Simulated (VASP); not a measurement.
Consider the following.

```yaml
crystal:
  lattice:
    - [1.53791, -2.71087, 0.00000]
    - [1.53791, 2.71087, 0.00000]
    - [0.00000, 0.00000, 3.42879]
  atoms:
    - { symbol: Hf, position: [0.00000, 0.00000, 0.00000] }
    - { symbol: B, position: [0.33333, 0.66667, 0.50000] }
    - { symbol: B, position: [0.69800, 0.36466, 0.50000] }
```

These are PBE GGA, VASP's PBE PAW potentials (set 64) (plane waves; VASP) values and carry that method's errors. Settings: 800 eV cut-off, 10×10×8 Γ-centred mesh, first-order Methfessel-Paxton smearing of 0.10 eV, potentials Hf_pv B_h.

### Question
Which forces act on the atoms, in eV/Å?

### Answer

```json
[
 {"atom": "Hf1", "Fx": "0.761", "Fy": "0.047", "Fz": "0.000"},
 {"atom": "B2", "Fx": "1.080", "Fy": "-0.175", "Fz": "0.000"},
 {"atom": "B3", "Fx": "-1.841", "Fy": "0.129", "Fz": "0.000"}
]
```

### Question
Give the stress tensor in GPa (positive for a compressed cell).

### Answer

```
18.26  -0.03   0.00
-0.03   6.97   0.00
 0.00   0.00  12.28
```
The pressure is its mean diagonal, 12.50 GPa.

The compound is HfB2 in the AlB2 type structure. The cell was not relaxed at this level, atoms are displaced from their ideal sites. The run is one of a series of settings (ENCUT = 800, POTCAR Hf_pv B_h (PBE.64 set) against the base run), some of them coarse on purpose.
